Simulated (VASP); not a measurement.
# Zn3Sb (Im-3m) in VASP: a series of runs

One crystal, Zn3Sb, is run at these levels: PBE, LDA; tasks: relaxation of cell and atoms, electron localisation function.

Everything below comes from runs of VASP 6.6.1. Logs are shortened: lines on timing, memory, paths and dates and some standing lists are left out, and cuts for length are marked.

### Step 1. Starting point

The structure is cubic, space group Im-3m (No. 229). The conventional cell has a = 5.725 Å, b = 5.725 Å, c = 5.725 Å, α = 90.00°, β = 90.00°, γ = 90.00°. Zn (site symmetry 4/mmm) has 4 Zn at 2.86 Å and 2 Sb at 2.86 Å as nearest neighbours. Around Sb (site symmetry m-3m) lie 6 Zn at 2.86 Å.

The cell was built by a generator and needn't be a form met in nature.

### Step 2. Relaxation of cell and atoms, PBE

The input, INCAR:

```
SYSTEM = Zn3Sb
  PREC = Accurate
  ENCUT = 600
  EDIFF = 1E-6
  ISMEAR = 1
  SIGMA = 0.2
  LREAL = .FALSE.
  LASPH = .TRUE.
  NELM = 100
  ALGO = Fast
  ISIF = 3
  LWAVE = .FALSE.
  LCHARG = .FALSE.
  GGA = PE
  IBRION = 2
  NSW = 60
  EDIFFG = -0.005
```

The input, KPOINTS:

```
regular mesh
0
G
  7 7 7
  0 0 0
```

The input, POSCAR:

```
Zn3Sb
1.0
   -2.8624768800      2.8624768800      2.8624768800
    2.8624768800     -2.8624768800      2.8624768800
    2.8624768800      2.8624768800     -2.8624768800
Zn Sb
3 1
Direct
    0.0000000000      0.5000000000      0.5000000000
    0.5000000000      0.0000000000      0.5000000000
    0.5000000000      0.5000000000      0.0000000000
    0.0000000000      0.0000000000      0.0000000000
```

Potentials or basis: VASP PAW PBE potentials, release 64 (Zn, Sb).

On the command line:

```console
> cat potpaw_PBE.64/Zn/POTCAR potpaw_PBE.64/Sb/POTCAR > POTCAR
> mpirun -np 1 vasp_std > vasp.out
```

OUTCAR:

```text
SYSTEM = Zn3Sb
   PREC = Accurate
   ENCUT = 600
   EDIFF = 1E-6
   ISMEAR = 1
   LREAL = .FALSE.
   LASPH = .TRUE.
   NELM = 100
   ISIF = 3
   GGA = PE
   IBRION = 2
   NSW = 60
   EDIFFG = -0.005

 ion  position               nearest neighbor table
   1  0.000  0.500  0.500-   2 2.86   3 2.86   4 2.86   4 2.86   3 2.86   2 2.86
   2  0.500  0.000  0.500-   1 2.86   3 2.86   4 2.86   3 2.86   4 2.86   1 2.86
   3  0.500  0.500  0.000-   1 2.86   2 2.86   4 2.86   2 2.86   1 2.86   4 2.86
   4  0.000  0.000  0.000-   1 2.86   2 2.86   3 2.86   1 2.86   2 2.86   3 2.86

  LATTYP: Found a body centered cubic cell.
 ALAT       =     5.7249537600

  Lattice vectors:

 A1 = (  -2.8624768800,   2.8624768800,   2.8624768800)
 A2 = (   2.8624768800,  -2.8624768800,   2.8624768800)
 A3 = (   2.8624768800,   2.8624768800,  -2.8624768800)

Analysis of symmetry for initial positions (statically):
=====================================================================
 Subroutine PRICEL returns:
 Original cell was already a primitive cell.

 Routine SETGRP: Setting up the symmetry group for a
 body centered cubic supercell.

 Subroutine GETGRP returns: Found 48 space group operations
 (whereof 48 operations were pure point group operations)
 out of a pool of 48 trial point group operations.

The static configuration has the point symmetry O_h .

Analysis of symmetry for dynamics (positions and initial velocities):
=====================================================================
 Subroutine PRICEL returns:
 Original cell was already a primitive cell.

 Routine SETGRP: Setting up the symmetry group for a
 body centered cubic supercell.

 Subroutine GETGRP returns: Found 48 space group operations
 (whereof 48 operations were pure point group operations)
 out of a pool of 48 trial point group operations.

The dynamic configuration has the point symmetry O_h .

 Subroutine INISYM returns: Found 48 space group operations
 (whereof 48 operations are pure point group operations),
 and found     1 'primitive' translations

----------------------------------------------------------------------------------------

                                     Primitive cell

  volume of cell :      93.8180

  direct lattice vectors                    reciprocal lattice vectors
    -2.862476880  2.862476880  2.862476880     0.000000000  0.174673900  0.174673900
     2.862476880 -2.862476880  2.862476880     0.174673900  0.000000000  0.174673900
     2.862476880  2.862476880 -2.862476880     0.174673900  0.174673900  0.000000000

  length of vectors
     4.957955392  4.957955392  4.957955392     0.247026198  0.247026198  0.247026198

  position of ions in fractional coordinates (direct lattice)
     0.000000000  0.500000000  0.500000000
     0.500000000  0.000000000  0.500000000
     0.500000000  0.500000000  0.000000000
     0.000000000  0.000000000  0.000000000

  ion indices of the primitive-cell ions
   primitive index   ion index
                 1           1
                 2           2
                 3           3
                 4           4

----------------------------------------------------------------------------------------

 KPOINTS: regular mesh

Automatic generation of k-mesh.
 Grid dimensions read from file:
 generate k-points for:    7    7    7

 Generating k-lattice:

  Cartesian coordinates                     Fractional coordinates (reciprocal lattice)
     0.000000000  0.024953414  0.024953414     0.142857143  0.000000000  0.000000000
     0.024953414  0.000000000  0.024953414     0.000000000  0.142857143  0.000000000
     0.024953414  0.024953414  0.000000000     0.000000000  0.000000000  0.142857143

  Length of vectors
     0.035289457  0.035289457  0.035289457

  Shift w.r.t. Gamma in fractional coordinates (k-lattice)
     0.000000000  0.000000000  0.000000000

 Subroutine IBZKPT returns following result:
 ===========================================

 Found     20 irreducible k-points:

 Following reciprocal coordinates:
            Coordinates               Weight
  0.000000  0.000000  0.000000      1.000000
  0.142857  0.000000  0.000000     12.000000
  0.285714  0.000000  0.000000     12.000000
  0.428571  0.000000  0.000000     12.000000
  0.142857  0.142857  0.000000     24.000000
  0.285714  0.142857  0.000000     48.000000
[... 12 lines left out ...]
 -0.428571 -0.428571  0.285714      8.000000
 -0.428571  0.428571  0.428571      6.000000
   k-points           NKPTS =     20   k-points in BZ     NKDIM =     20   number of bands    NBANDS=     24
   number of dos      NEDOS =    301   number of ions     NIONS =      4
   total plane-waves  NPLWV =  64000
   dimension x,y,z NGX =    40 NGY =   40 NGZ =   40
   dimension x,y,z NGXF=    80 NGYF=   80 NGZF=   80
   ions per type =               3   1
   NGX,Y,Z   is equivalent  to a cutoff of  13.41, 13.41, 13.41 a.u.
   NGXF,Y,Z  is equivalent  to a cutoff of  26.82, 26.82, 26.82 a.u.
 SYSTEM =  Zn3Sb
   PREC   = accura    normal or accurate (medium, high low for compatibility)
   ISTART =      0    job   : 0-new  1-cont  2-samecut
   ICHARG =      2    charge: 1-file 2-atom 10-const
   ISPIN  =      1    spin polarized calculation?
   LNONCOLLINEAR =      F non collinear calculations
   LSORBIT =      F    spin-orbit coupling
   LASPH  =      T    aspherical Exc in radial PAW
   ENCUT  =  600.0 eV  44.10 Ry    6.64 a.u.   9.90  9.90  9.90*2*pi/ulx,y,z
   NELM   =    100;   NELMIN=  2; NELMDL= -5     # of ELM steps
   EDIFF  = 0.1E-05   stopping-criterion for ELM
   LREAL  =      F    real-space projection
   EDIFFG = -.5E-02   stopping-criterion for IOM
   NSW    =     60    number of steps for IOM
   IBRION =      2    ionic relax: 0-MD 1-quasi-New 2-CG
   NFREE  =      1    steps in history (QN), initial steepest desc. (CG)
   ISIF   =      3    stress and relaxation
   ISYM   =      2    0-nonsym 1-usesym 2-fastsym
   POTIM  = 0.5000    time-step for ionic-motion
   TEBEG  =    0.0;   TEEND  =   0.0 temperature during run
   PSTRESS=    0.0 pullay stress
   NELECT =      41.0000    total number of electrons
   NUPDOWN=      -1.0000    fix difference up-down
   EMIN   =  10.00;   EMAX   =-10.00  energy-range for DOS
   EFERMI =   0.00;   METHOD = LEGACY
   ISMEAR =     1;   SIGMA  =   0.20  broadening in eV -4-tet -1-fermi 0-gaus
   EFERMI_NEDOS =   21; number of points for ismear=-14 and -15
   IALGO  =     68    algorithm
   IMIX   =      4    mixing-type and parameters
     AMIX     =   0.40;   BMIX     =  1.00
     AMIX_MAG =   1.60;   BMIX_MAG =  1.00
  volume/ion in A,a.u.               =      23.45       158.28
  Fermi-wavevector in a.u.,A,eV,Ry     =   1.242341  2.347684 20.999382  1.543411
  Thomas-Fermi vector in A             =   2.376700
   LORBIT       =      0    0 simple, 1 ext, 2 COOP (PROOUT), +10 PAW based schemes
   GGA     = PE    functional components
   LHFCALC =     F    Hartree Fock is set to
   AEXX    =    0.0000 exact exchange contribution
   IVDW    =     0    specifies the selected vdW correction
   LEPSILON=     F    determine dielectric tensor
   LRPA    =     F    only Hartree local field effects (RPA)
 conjugate gradient relaxation of ions
 non-spin polarized calculation
 RMM-DIIS sequential band-by-band and
 Methfessel and Paxton  Order N= 1 SIGMA  =   0.20
  energy-cutoff  :      600.00
  volume of cell :       93.82
 maximum number of plane-waves:      3164
   NGX = 19   NGY = 19   NGZ = 19

--------------------------------------- Ionic step        1  -------------------------------------------

 number of electron      40.9999948 magnetization

 Free energy of the ion-electron system (eV)
  ---------------------------------------------------
  ext. energy  EPLUGINS =         0.00000000
  ---------------------------------------------------
  free energy    TOTEN  =        -6.64533279 eV

  energy without entropy =       -6.64943337  energy(sigma->0) =       -6.64669965

 E-fermi :   3.0531     XC(G=0):  -9.7515

 val. band max:        3.0063420627   @ k =   0.4286   0.0000   0.0000
 cond. band min:       3.1605749838   @ k =   0.2857   0.1429   0.0000
 fundamental gap:      0.1542329210
 Fermi energy:         3.0531099730

 k-point     1 :       0.0000    0.0000    0.0000
  band No.  band energies     occupation
      1      -7.4978      2.00000
      2      -4.4617      2.00000
      3      -4.4617      2.00000
      4      -4.3596      2.00000
      5      -4.3529      2.00000
      6      -4.3529      2.00000
[... 16 lines left out ...]
     23       4.0464     -0.00000
     24       4.0464     -0.00000
[... 609 lines left out ...]
 POSITION                                       TOTAL-FORCE (eV/Angst)
 -----------------------------------------------------------------------------------
      2.77829      0.00000      0.00000        -0.000000     -0.000000     -0.000000
      0.00000      2.77829      0.00000        -0.000000      0.000000      0.000000
      0.00000      0.00000      2.77829         0.000000     -0.000000      0.000000
      0.00000     -0.00000      0.00000        -0.000000     -0.000000     -0.000000
 -----------------------------------------------------------------------------------
    total drift:                               -0.000000     -0.000000      0.000000

  FREE ENERGIE OF THE ION-ELECTRON SYSTEM (eV)
  ---------------------------------------------------
  free  energy   TOTEN  =        -6.7290430118 eV

  energy  without entropy=       -6.7337674642  energy(sigma->0) =       -6.73061783

--------------------------------------- Ionic step        4  -------------------------------------------

 number of electron      41.0000037 magnetization

 Free energy of the ion-electron system (eV)
  ---------------------------------------------------
  ext. energy  EPLUGINS =         0.00000000
  ---------------------------------------------------
  free energy    TOTEN  =        -6.72925002 eV

  energy without entropy =       -6.73416423  energy(sigma->0) =       -6.73088809

 E-fermi :   3.6562     XC(G=0): -10.1464

 val. band max:        3.5649392208   @ k =  -0.4286   0.4286   0.1429
 cond. band min:       3.7761501820   @ k =   0.2857   0.0000   0.0000
 fundamental gap:      0.2112109612
 Fermi energy:         3.6562148290

 k-point     1 :       0.0000    0.0000    0.0000
  band No.  band energies     occupation
      1      -7.3392      2.00000
      2      -4.0132      2.00000
      3      -4.0132      2.00000
      4      -3.9329      2.00000
      5      -3.9049      2.00000
      6      -3.9049      2.00000
[... 16 lines left out ...]
     23       4.5887     -0.00000
     24       4.5887     -0.00000
[... 533 lines left out ...]
 POSITION                                       TOTAL-FORCE (eV/Angst)
 -----------------------------------------------------------------------------------
      2.78175      0.00000      0.00000         0.000000     -0.000000     -0.000000
      0.00000      2.78175      0.00000        -0.000000      0.000000     -0.000000
      0.00000      0.00000      2.78175         0.000000      0.000000      0.000000
      0.00000     -0.00000      0.00000         0.000000      0.000000      0.000000
 -----------------------------------------------------------------------------------
    total drift:                               -0.000000     -0.000000      0.000000

  FREE ENERGIE OF THE ION-ELECTRON SYSTEM (eV)
  ---------------------------------------------------
  free  energy   TOTEN  =        -6.7292500175 eV

  energy  without entropy=       -6.7341642272  energy(sigma->0) =       -6.73088809

 reached required accuracy - stopping structural energy minimisation
```

It took 96 s on 1 thread of AMD EPYC 9R45 (Zen 5), shared host; peak memory 0.24 GiB.

What came out:

| Item | Value |
| --- | --- |
| Free energy | -6.7293 eV |
| Relaxed volume | 21.53 Å³/atom |
| Relaxed cell | a = 4.818 Å, b = 4.818 Å, c = 4.818 Å, α = 109.47°, β = 109.47°, γ = 109.47° |
| Space group after relaxing (to 0.05 Å) | Im-3m (No. 229) |
| Energy gained by relaxing | 21.0 meV/atom |
| Ionic steps | 4 |
| Pressure after relaxing | 0.0 GPa |
| Band gap on the k mesh | none (metal or under the smearing width) |

Step by step:
```tsv
step	energy change (eV)	largest force (eV/Å)	pressure (GPa)	volume (Å³)
1	0.0000	0.0000	-3.25	93.82
2	-0.0808	0.0000	-0.79	87.51
3	-0.0837	0.0000	0.18	85.78
4	-0.0839	0.0000	-0.01	86.10
```

Final structure:
```cif
data_structure
_symmetry_space_group_name_H-M 'P 1'
_symmetry_Int_Tables_number 1
_cell_length_a 4.8181
_cell_length_b 4.8181
_cell_length_c 4.8181
_cell_angle_alpha 109.471
_cell_angle_beta 109.471
_cell_angle_gamma 109.471
_cell_volume 86.10
loop_
_atom_site_label
_atom_site_type_symbol
_atom_site_fract_x
_atom_site_fract_y
_atom_site_fract_z
_atom_site_occupancy
Zn1 Zn 0.00000 0.50000 0.50000 1
Zn2 Zn 0.50000 0.00000 0.50000 1
Zn3 Zn 0.50000 0.50000 0.00000 1
Sb1 Sb 0.00000 0.00000 0.00000 1
```

Levels at points of the mesh, in eV from the Fermi level:
| k point | band 18 | band 19 | band 20 | band 21 | band 22 | band 23 | band 24 |
| --- | --- | --- | --- | --- | --- | --- | --- |
| (0.00, 0.00, 0.00) | -1.91 | -1.91 | -1.91 | 0.74 | 0.74 | 0.93 | 0.93 |

(Part 1 of 2 ends here.)
